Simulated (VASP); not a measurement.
Input:

```
MoSi
1.0
    0.00000     2.74614     2.74614
    2.74614     0.00000     2.74614
    2.74614     2.74614     0.00000
Mo Si
1 1
Direct
  0.00000   0.00000   0.00000
  0.25000   0.25000   0.25000
```

Computed with PBEsol GGA, VASP's PBE PAW potentials (set 64) (plane waves; VASP 6.6.1). Settings: 400 eV cut-off, Gaussian smearing of 0.050 eV, potentials Mo_sv Si.

Task: Give the energies of bands 5 to 12 at the high-symmetry points, in eV from the Fermi level.

Result: 
```csv
band,Γ,X,U,L,W
5,-8.82,-6.53,-6.59,-7.15,-6.54
6,-2.55,-3.93,-3.38,-3.05,-3.10
7,-2.55,-0.90,-1.46,-2.18,-1.96
8,-2.55,-0.69,-1.17,-2.18,-1.35
9,-0.14,-0.69,-0.87,0.32,-0.14
10,-0.14,0.78,0.17,0.32,0.01
11,5.99,1.37,1.20,0.93,1.03
12,7.32,2.05,2.69,4.87,2.17
```

It has no gap at this level: it comes out as a metal or semimetal.

The structure was generated: MoSi was put into the zinc blende type (F-43m), which need not be its known phase. It was relaxed first, which changed the volume by -28 %.
